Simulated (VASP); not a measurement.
```
TaSe2
1.0
    1.69677     0.97963     6.33513
   -1.69677     0.97963     6.33513
    0.00000    -1.95926     6.33513
Ta Se
1 2
Direct
  0.00000   0.00000   0.00000
  0.24578   0.24578   0.24578
  0.75422   0.75422   0.75422
```

The numbers are results of LDA (Ceperley-Alder, Perdew-Zunger) with spin-orbit coupling, VASP's LDA PAW potentials (set 64) (plane waves; VASP), not measurements. Settings: 400 eV cut-off, 10×10×10 Γ-centred mesh, Gaussian smearing of 0.050 eV, potentials Ta_pv Se.

Give the energies of bands 15 to 28 at the high-symmetry points, in eV from the Fermi level.

```json
[
 {"band": "15", "Γ": "-2.92", "T": "-2.88", "H2": "-4.70", "L": "-4.56", "S0": "-4.79", "F": "-3.63"},
 {"band": "16", "Γ": "-2.92", "T": "-2.88", "H2": "-4.70", "L": "-4.56", "S0": "-4.79", "F": "-3.63"},
 {"band": "17", "Γ": "-1.01", "T": "-2.87", "H2": "-3.98", "L": "-3.25", "S0": "-3.90", "F": "-3.09"},
 {"band": "18", "Γ": "-1.01", "T": "-2.87", "H2": "-3.98", "L": "-3.25", "S0": "-3.90", "F": "-3.09"},
 {"band": "19", "Γ": "-0.36", "T": "-0.01", "H2": "-3.16", "L": "-2.53", "S0": "-3.27", "F": "-2.47"},
 {"band": "20", "Γ": "-0.36", "T": "-0.01", "H2": "-3.16", "L": "-2.53", "S0": "-3.27", "F": "-2.47"},
 {"band": "21", "Γ": "0.24", "T": "0.28", "H2": "-2.71", "L": "-1.01", "S0": "-2.73", "F": "-1.40"},
 {"band": "22", "Γ": "0.24", "T": "0.28", "H2": "-2.71", "L": "-1.01", "S0": "-2.73", "F": "-1.40"},
 {"band": "23", "Γ": "0.36", "T": "0.37", "H2": "1.07", "L": "-0.97", "S0": "1.09", "F": "-1.35"},
 {"band": "24", "Γ": "0.36", "T": "0.37", "H2": "1.07", "L": "-0.97", "S0": "1.09", "F": "-1.35"},
 {"band": "25", "Γ": "0.42", "T": "0.40", "H2": "1.52", "L": "2.55", "S0": "1.69", "F": "2.55"},
 {"band": "26", "Γ": "0.42", "T": "0.40", "H2": "1.52", "L": "2.55", "S0": "1.69", "F": "2.55"},
 {"band": "27", "Γ": "0.57", "T": "0.86", "H2": "2.09", "L": "3.25", "S0": "1.93", "F": "2.96"},
 {"band": "28", "Γ": "0.57", "T": "0.86", "H2": "2.09", "L": "3.25", "S0": "1.93", "F": "2.96"}
]
```

It has no gap at this level: it comes out as a metal or semimetal.

The structure comes from a computed database's TaSe2 entry (R-3m); how it stands against other phases isn't given here. It was relaxed first, which changed the volume by -11 %.
